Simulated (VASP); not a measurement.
The input files of a VASP run:

KPOINTS:
```
Automatic mesh
0
Gamma
17 17 9
0 0 0
```

**INCAR**
```
ALGO = Normal
EDIFF = 1E-6
EDIFFG = -0.02
ENCUT = 500
IBRION = 2
ISIF = 3
ISMEAR = 1
ISPIN = 2
LASPH = .TRUE.
LCHARG = .FALSE.
LMAXMIX = 4
LORBIT = 10
LREAL = .FALSE.
LWAVE = .FALSE.
MAGMOM = 2*1.5
NELM = 100
NSW = 40
PREC = Accurate
PSTRESS = 50
SIGMA = 0.1
SYSTEM = Co
```

### POSCAR
```
Co
1
    1.2121468319    -2.0995001113     0.0000000000
    1.2121468319     2.0995001113     0.0000000000
    0.0000000000     0.0000000000     3.9089091991
Co
2
Direct
  0.3333330000   0.6666670000   0.2500000000
  0.6666670000   0.3333330000   0.7500000000
```

POTCAR, in this order: Co (LDA.64 set). Program: vasp_std.

Task: Translate this LDA calculation to Quantum ESPRESSO's pw.x.

Result: One equivalent input (not run):
```
&CONTROL
  calculation = 'vc-relax'
  pseudo_dir = './pseudo'
  outdir = './out'
  tprnfor = .true.
  tstress = .true.
  nstep = 40
  forc_conv_thr = 0.00078
/
&SYSTEM
  ibrav = 0
  nat = 2
  ntyp = 1
  ecutwfc = 96
  occupations = 'smearing'
  smearing = 'methfessel-paxton'
  degauss = 0.00735
  input_dft = 'pz'
  nspin = 2
  starting_magnetization(1) = 0.15
/
&ELECTRONS
  conv_thr = 7.3e-08
  electron_maxstep = 100
/
&IONS
/
&CELL
  press = 50
/
ATOMIC_SPECIES
  Co 58.933 Co.upf
CELL_PARAMETERS angstrom
     1.2121468   -2.0995001    0.0000000
     1.2121468    2.0995001    0.0000000
     0.0000000    0.0000000    3.9089092
ATOMIC_POSITIONS crystal
  Co   0.3333330  0.6666670  0.2500000
  Co   0.6666670  0.3333330  0.7500000
K_POINTS automatic
  17 17 9 0 0 0
```
What does not carry over: the potentials are each code's own (VASP's PAW set, PseudoDojo norm-conserving files in pw.x), so ENCUT and ecutwfc are chosen apart and not converted; conv_thr bounds pw.x's estimated SCF error, while EDIFF bounds the energy change between steps; starting_magnetization is a fraction of the valence charge and MAGMOM a moment in μB, so they match only roughly; forc_conv_thr acts on force components and is met together with etot_conv_thr.

The compound is Co in the hcp structure. This run relaxes it under an external pressure of 5 GPa. Symmetry was kept, so distortions that lower it aren't found.
